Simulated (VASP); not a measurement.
VASP ran on this input.

File KPOINTS:
```
Automatic mesh
0
Gamma
5 5 5
0 0 0
```

**INCAR**
```
! general
SYSTEM  = CsBr
PREC    = Accurate
ENCUT   = 520   ! plane-wave cut-off (eV)
LREAL   = .FALSE.   ! projection in real space or not
LASPH   = .TRUE.

! electronic loop
EDIFF   = 1E-6   ! SCF stop (eV)
NELM    = 100   ! most electronic steps
ALGO    = Normal
LMAXMIX = 4   ! l cut-off of mixed one-centre charges

! smearing
ISMEAR  = 0
SIGMA   = 0.05   ! width (eV)

! functional
GGA     = RE

! ions
IBRION  = 2   ! conjugate gradients
NSW     = 60   ! most ionic steps
ISIF    = 3   ! ions, shape and volume
EDIFFG  = -0.01   ! ionic stop

! output
LWAVE   = .FALSE.
LCHARG  = .FALSE.
```

File POSCAR:
```
CsBr
1.0
  4.5364005439   0.0000000000   0.0000000000
  0.0000000000   4.5364005439   0.0000000000
  0.0000000000   0.0000000000   4.5364005439
Cs Br
1 1
Cartesian
  0.0000000000   0.0000000000   0.0000000000
  2.2682002720   2.2682002720   2.2682002720
```

POTCAR, in this order: Cs_sv Br (PBE.64 set). Program: vasp_std.

**Question.** Translate this revPBE calculation to Quantum ESPRESSO's pw.x.

**Answer.** One equivalent input (not run):
```
&CONTROL
  calculation = 'vc-relax'
  pseudo_dir = './pseudo'
  outdir = './out'
  tprnfor = .true.
  tstress = .true.
  nstep = 60
  forc_conv_thr = 0.00039
/
&SYSTEM
  ibrav = 0
  nat = 2
  ntyp = 2
  ecutwfc = 50
  occupations = 'smearing'
  smearing = 'gaussian'
  degauss = 0.003675
  input_dft = 'revpbe'
/
&ELECTRONS
  conv_thr = 7.3e-08
  electron_maxstep = 100
/
&IONS
/
&CELL
/
ATOMIC_SPECIES
  Cs 132.905 Cs.upf
  Br 79.904 Br.upf
CELL_PARAMETERS angstrom
     4.5364005    0.0000000    0.0000000
     0.0000000    4.5364005    0.0000000
     0.0000000    0.0000000    4.5364005
ATOMIC_POSITIONS crystal
  Cs   0.0000000  0.0000000  0.0000000
  Br   0.5000000  0.5000000  0.5000000
K_POINTS automatic
  5 5 5 0 0 0
```
Limits of the translation: the potentials are each code's own (VASP's PAW set, PseudoDojo norm-conserving files in pw.x), so ENCUT and ecutwfc are chosen apart and not converted; conv_thr bounds pw.x's estimated SCF error, while EDIFF bounds the energy change between steps; forc_conv_thr acts on force components and is met together with etot_conv_thr.

The compound is CsBr in the CsCl type structure. It was relaxed first, which changed the volume by +18 %. The start is the result of an earlier pass.
